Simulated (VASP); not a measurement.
```xyz
5
Lattice="3.9148 0.0000 0.0000 0.0000 3.9148 0.0000 0.0000 0.0000 3.9148" Properties=species:S:1:pos:R:3 pbc="T T T"
Sr     0.0000     0.0000     0.0000
Ti     1.9574     1.9574     1.9574
O      1.9574     0.0000     1.9574
O      0.0000     1.9574     1.9574
O      1.9574     1.9574     0.0000
```

Method: PBE GGA with D3 dispersion (Becke-Johnson damping), VASP's PBE PAW potentials (set 64) (plane waves; VASP). Settings: 520 eV cut-off, 6×6×6 Γ-centred mesh, tetrahedra with Blöchl corrections, potentials Sr_sv Ti_sv O.

The cores are frozen, which limits the accuracy of field gradients.

### Question
Give the principal components of the electric field gradient (V/Å²) and the asymmetry η at each nucleus.

### Answer

```tsv
atom	Vxx	Vyy	Vzz	η
Sr1	0.0	0.0	0.0	-
Ti2	0.0	0.0	0.0	-
O3	-6.1	-6.1	12.1	0.00
O4	-6.1	-6.1	12.1	0.00
O5	-6.1	-6.1	12.1	0.00
```

The compound is SrTiO3 in the cubic perovskite structure, the ideal cubic form; the compound distorts at low or room temperature. It was relaxed first.
